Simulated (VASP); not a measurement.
```yaml
crystal:
  lattice:
    - [0.00000, 3.07327, 3.07327]
    - [3.07327, 0.00000, 3.07327]
    - [3.07327, 3.07327, 0.00000]
  atoms:
    - { symbol: Sr, position: [0.00000, 0.00000, 0.00000] }
```

Method: RPBE GGA, VASP's PBE PAW potentials (set 64) (plane waves; VASP). Numerical set-up: 520 eV cut-off, 12×12×12 Γ-centred mesh, tetrahedra with Blöchl corrections, potentials Sr_sv.

Task: Predict the energy per atom (σ→0), band gap (on the k-mesh) with the smallest direct gap where there is one.

Result: 
```yaml
band gap (on the k-mesh): none (metal, semimetal or under 0.01 eV)
energy per atom (σ→0): -1.460 eV/atom
```

The absolute energy has meaning only against runs of the same code, potentials and settings.

The compound is Sr in the fcc structure. It was relaxed first.
